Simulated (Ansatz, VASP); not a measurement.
# Two plane-wave programs on CrCoOs2

```
Co Os Cr
1.0
     3.76246    0.00000    0.00000
     0.00000    3.76246    0.00000
     0.00000    0.00000    3.69054
Co Os Cr
1 2 1
Cartesian
  1.8812 1.8812 0.0000
  0.0000 1.8812 1.8453
  1.8812 0.0000 1.8453
  0.0000 0.0000 0.0000
```

Alike in both runs: task single point; functional r2SCAN; k mesh 7 × 7 × 7; occupations methfessel-paxton of order 1, width 0.0574 eV; no spin polarisation.

```csv
,VASP,Ansatz
version,VASP 6.6.1,Ansatz 0.2.0
potentials or method,"VASP PAW PBE potentials, release 64 (Co, Os, Cr_pv)",PAW plane waves
plane-wave cutoff (eV),520,500
valence electrons in the cell,37,63
```

```tsv
	VASP	Ansatz	Ansatz less VASP
pressure (GPa)	-14.4	-14.9	-0.54
largest component of the traceless stress (GPa)	1.80	1.71	-0.094
```

The functional is the same, so the differences come from potentials, cutoffs and numerics. The two sets of potentials don't hold the same shells in valence.

Caveats: the PAW data sets were made with another functional, which shifts forces and pressure a little (VASP). The runs have no spin-orbit coupling, so splittings on Os are missing. Spin polarisation is off, so any magnetic state and its effect on volume and gap are missing.
